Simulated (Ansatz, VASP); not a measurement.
## One calculation of CuSn3, two programs

Contents of INCAR:

```
PREC     = Accurate       # precision mode
ENCUT    = 520            # plane-wave cutoff, eV
EDIFF    = 1E-7           # SCF threshold, eV
ISMEAR   = -1             # smearing method
SIGMA    = 0.05           # smearing width, eV
LREAL    = False          # projectors in reciprocal space
LASPH    = True           # aspherical terms in the spheres
NELM     = 100            # most SCF steps
ALGO     = Normal         # electronic algorithm
ISIF     = 2              # what is computed and relaxed
LWAVE    = False          # write WAVECAR
LCHARG   = False          # write CHGCAR
GGA      = PE             # functional
NBANDS   = 34             # bands
```

File KPOINTS:

```
regular mesh
0
Gamma
  8 8 8
```

Contents of POSCAR:

```
CuSn3
1.0
   -2.2399030000      2.2399030000      4.8707040000
    2.2399030000     -2.2399030000      4.8707040000
    2.2399030000      2.2399030000     -4.8707040000
Sn Cu
3 1
Direct
    0.5164740000      0.5066350000      0.0234660000
    0.2557510000      0.7440650000      0.4976130000
    0.7523960000      0.2453410000      0.4953410000
    0.0158090000     -0.0017010000      0.0089130000
```

input.yaml

```yaml
crystal:
  lattice:
    - [-2.239903, 2.239903, 4.870704]
    - [2.239903, -2.239903, 4.870704]
    - [2.239903, 2.239903, -4.870704]
  atoms:
    - { symbol: Sn, position: [0.516474, 0.506635, 0.023466] }
    - { symbol: Sn, position: [0.255751, 0.744065, 0.497613] }
    - { symbol: Sn, position: [0.752396, 0.245341, 0.495341] }
    - { symbol: Cu, position: [0.015809, -0.001701, 0.008913] }
hamiltonian:
  xc: pbe
  pseudopotentials: { kind: paw }
kpoints:
  mp_grid: { grid: [8, 8, 8] }
scf:
  occupations: { method: fermi_dirac, width: 0.05 }
output:
  forces: true
  stress: true
  eigenvalues: true
```

Change from the starting cell: atoms moved at random, drawn with an rms of 0.05 Å.

Alike in both runs: task single point; functional PBE; k mesh 8 × 8 × 8; occupations fermi-dirac, width 0.05 eV; no spin polarisation.

```csv
,VASP,Ansatz
version,VASP 6.6.1,Ansatz 0.2.0
potentials or method,"VASP PAW PBE potentials, release 64 (Sn_d, Cu)",Ansatz PAW
plane-wave cutoff (eV),520,420
valence electrons in the cell,53,61
```

```tsv
	VASP	Ansatz	Ansatz less VASP
gap on the k mesh at the Fermi level (eV)	none	none	-
pressure (GPa)	-1.0	-1.0	+0.02
largest component of the traceless stress (GPa)	0.23	0.23	+0.004
rms of the force components (eV/Å)	0.038	0.038	-0.0004
```

Atom by atom the forces differ by 0.001 eV/Å (rms over components). A gap of «none» marks a metal or a gap that the smearing closes. The two sets of potentials don't hold the same shells in valence.
